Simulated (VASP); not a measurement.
```yaml
crystal:
  lattice:
    - [6.07324, 0.00000, 0.00000]
    - [0.00000, 6.07324, 0.00000]
    - [0.00000, 0.00000, 6.07324]
  atoms:
    - { symbol: As, position: [0.38409, 0.38409, 0.38409] }
    - { symbol: As, position: [0.61591, 0.61591, 0.61591] }
    - { symbol: As, position: [0.11591, 0.61591, 0.88409] }
    - { symbol: As, position: [0.88409, 0.38409, 0.11591] }
    - { symbol: As, position: [0.88409, 0.11591, 0.61591] }
    - { symbol: As, position: [0.11591, 0.88409, 0.38409] }
    - { symbol: As, position: [0.61591, 0.88409, 0.11591] }
    - { symbol: As, position: [0.38409, 0.11591, 0.88409] }
    - { symbol: Pt, position: [0.00000, 0.00000, 0.00000] }
    - { symbol: Pt, position: [0.50000, 0.00000, 0.50000] }
    - { symbol: Pt, position: [0.50000, 0.50000, 0.00000] }
    - { symbol: Pt, position: [0.00000, 0.50000, 0.50000] }
```

These are PBEsol GGA, VASP's PBE PAW potentials (set 64) (plane waves; VASP) values and carry that method's errors. Numerical set-up: 300 eV cut-off, 4×4×4 Γ-centred mesh, Gaussian smearing of 0.10 eV, potentials As Pt.

Unless said otherwise, spin-orbit coupling is left out, though it shifts the bands of the heavy elements here.

Q: Give the energies of bands 33 to 46 at the high-symmetry points, in eV from the valence-band maximum.

A: 
```csv
band,Γ,X,M,R,X1
33,-3.17,-2.04,-1.99,-1.04,-2.04
34,-2.51,-2.04,-1.99,-1.04,-2.04
35,-2.45,-1.89,-1.99,-1.04,-1.89
36,-2.45,-1.89,-1.99,-1.04,-1.89
37,-2.45,-1.23,-0.58,-0.71,-1.23
38,-1.00,-1.23,-0.58,-0.71,-1.23
39,-1.00,-0.88,-0.58,-0.71,-0.88
40,-1.00,-0.88,-0.58,-0.71,-0.88
41,0.52,1.38,1.73,0.03,1.38
42,0.52,1.38,1.73,0.03,1.38
43,0.52,1.49,1.73,0.03,1.49
44,1.69,1.49,1.73,0.03,1.49
45,3.79,2.50,2.06,2.72,2.50
46,3.79,2.50,2.06,2.72,2.50
```

The gap is indirect, 0.03 eV, from the valence maximum at M-Γ at 0.29 to the conduction minimum at R.

The structure comes from a computed database's As2Pt entry; how it stands against other phases isn't given here. The cell was not relaxed at this level.
